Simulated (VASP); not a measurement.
Data:

```yaml
crystal:
  lattice:
    - [0.00000, 3.32099, 3.32099]
    - [3.32099, 0.00000, 3.32099]
    - [3.32099, 3.32099, 0.00000]
  atoms:
    - { symbol: Te, position: [0.50000, 0.50000, 0.50000] }
    - { symbol: Pb, position: [0.00000, 0.00000, 0.00000] }
```

Calculation: rev-vdW-DF2, VASP's PBE PAW potentials (set 64) (plane waves; VASP). Settings: 520 eV cut-off, 7×7×7 Γ-centred mesh, Gaussian smearing of 0.050 eV, potentials Te Pb_d.

**Question.** Give the stress tensor in GPa (positive for a compressed cell).

**Answer.** 
```
-2.12   0.00   0.00
 0.00  -2.12   0.00
 0.00   0.00  -2.12
```
The pressure is its mean diagonal, -2.12 GPa.

The compound is PbTe in the rock salt structure. This cell is one point of a volume scan, at 1.06 of the reference volume.
